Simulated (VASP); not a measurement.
A convergence study with VASP on HgTe (zinc blende): one setting is varied, all else stays as given below, so the limit is that of these other settings. The cell's lengths are 1 % over those of the tabulated start and one atom is moved, so it is off equilibrium.

```
HgTe
1.0
    0.00000     3.26230     3.26230
    3.26230     0.00000     3.26230
    3.26230     3.26230     0.00000
Hg Te
1 1
Direct
  0.00000   0.00000   0.00000
  0.24071   0.25929   0.25929
```

Level of theory: LDA (Ceperley-Alder, Perdew-Zunger), VASP's LDA PAW potentials (set 64) (plane waves; VASP). The tightest run used: 1000 eV cut-off, 8×8×8 Γ-centred mesh, Gaussian smearing of 0.050 eV, potentials Hg Te.

Unless said otherwise, spin-orbit coupling is left out, though it shifts the bands of the heavy elements here. Gaps are read on the run's mesh, which can miss a band edge.

Problem. The settings run are ENCUT = 150; ENCUT = 250; ENCUT = 350; ENCUT = 450; ENCUT = 550; ENCUT = 600; ENCUT = 650; ENCUT = 700; ENCUT = 750; ENCUT = 800; ENCUT = 850; ENCUT = 1000. From which on does the stress (every component) stay within 0.2 GPa of the tightest run?

Solution. From ENCUT = 450 on: it is off by 0.00 there and by no more than 0.2 in any finer run, while ENCUT = 350 is off by 0.25.
```tsv
setting	E (eV/atom)	pressure (GPa)	largest force (eV/Å)	gap on the mesh (eV)	plane waves	difference judged (GPa)
ENCUT = 150	-1.4399	-80.84	0.225	0.021	303	79.39
ENCUT = 250	-2.5090	-1.54	0.200	0.017	636	0.09
ENCUT = 350	-2.5083	-1.70	0.201	0.017	1056	0.25
ENCUT = 450	-2.5093	-1.46	0.201	0.017	1540	0.00
ENCUT = 550	-2.5091	-1.48	0.200	0.017	2085	0.03
ENCUT = 600	-2.5092	-1.46	0.200	0.017	2337	0.01
ENCUT = 650	-2.5092	-1.45	0.200	0.017	2655	0.00
ENCUT = 700	-2.5092	-1.46	0.200	0.017	2954	0.00
ENCUT = 750	-2.5092	-1.46	0.200	0.017	3287	0.00
ENCUT = 800	-2.5092	-1.46	0.200	0.017	3593	0.00
ENCUT = 850	-2.5092	-1.46	0.200	0.017	3940	0.00
ENCUT = 1000	-2.5091	-1.46	0.200	0.017	5029	0.00
```

Left out are rungs that failed or repeat a setting and relaxations that didn't move; long series are thinned to 24 rows.

The compound is HgTe in the zinc blende structure. The cell was not relaxed at this level, it is distorted from the ideal structure.
